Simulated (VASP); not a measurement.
These are AM05 GGA, VASP's PBE PAW potentials (set 64) (plane waves; VASP 6.6.1) values and carry that method's errors.

The input files of a VASP run:

**KPOINTS**
```
Automatic mesh
0
Gamma
8 8 5
0 0 0
```

### INCAR
```
# general
SYSTEM=AlN
PREC  =Accurate
ENCUT =520   # plane-wave cut-off (eV)
LREAL =.FALSE.   # projection in real space or not
LASPH =.TRUE.   # aspherical one-centre terms

# electronic loop
EDIFF =1E-7   # SCF stop (eV)
NELM  =100
ALGO  =Normal   # blocked Davidson

# smearing
ISMEAR=0
SIGMA =0.05

# functional
GGA   =AM

# ions
IBRION=2   # conjugate gradients
NSW   =30   # most ionic steps
ISIF  =4
EDIFFG=-0.01   # ionic stop

# output
LWAVE =.FALSE.
LCHARG=.FALSE.
```

**POSCAR**
```
AlN
1
    1.5249933039    -2.6413658779     0.0000000000
    1.5249933039     2.6413658779     0.0000000000
    0.0000000000     0.0000000000     4.8810819758
Al N
2 2
Direct
  0.6666670000   0.3333330000   0.5000110523
  0.3333330000   0.6666670000   0.0000110523
  0.6666670000   0.3333330000   0.8819889477
  0.3333330000   0.6666670000   0.3819889477
```

POTCAR, in this order: Al N (PBE.64 set). Program: vasp_std.

Question: What will the output report for the number of irreducible k-points (NKPTS), largest plane-wave count, number of space-group operations, FFT grid (NGX, NGY, NGZ)?

Answer: 
```
Item                                          Result
--------------------------------------  ------------
number of irreducible k-points (NKPTS)            30
largest plane-wave count                        1087
number of space-group operations                  12
FFT grid (NGX, NGY, NGZ)                24 × 24 × 36
```

The compound is AlN in the wurtzite structure. This cell is one point of a volume scan, at 0.94 of the reference volume. Symmetry was kept, so distortions that lower it aren't found.
